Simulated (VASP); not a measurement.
Input:

```
HgTe
1.0
    0.00000     3.36487     3.36487
    3.36487     0.00000     3.36487
    3.36487     3.36487     0.00000
Hg Te
1 1
Cartesian
  0.00000   0.00000   0.00000
  1.68244   1.68244   1.68244
```

Computed with revPBE GGA, VASP's PBE PAW potentials (set 64) (plane waves; VASP). Numerical set-up: 520 eV cut-off, 11×11×11 Γ-centred mesh, tetrahedra with Blöchl corrections, potentials Hg Te.

Unless said otherwise, spin-orbit coupling is left out, though it shifts the bands of the heavy elements here.

Question: Predict the energy per atom (σ→0), band gap (on the k-mesh) with the smallest direct gap where there is one.

Answer: 
```json
{
  "band gap (on the k-mesh)": "none (metal, semimetal or under 0.01 eV)",
  "energy per atom (σ→0)": "-1.518 eV/atom"
}
```

The compound is HgTe in the zinc blende structure. It was relaxed first, which changed the volume by +13 %.
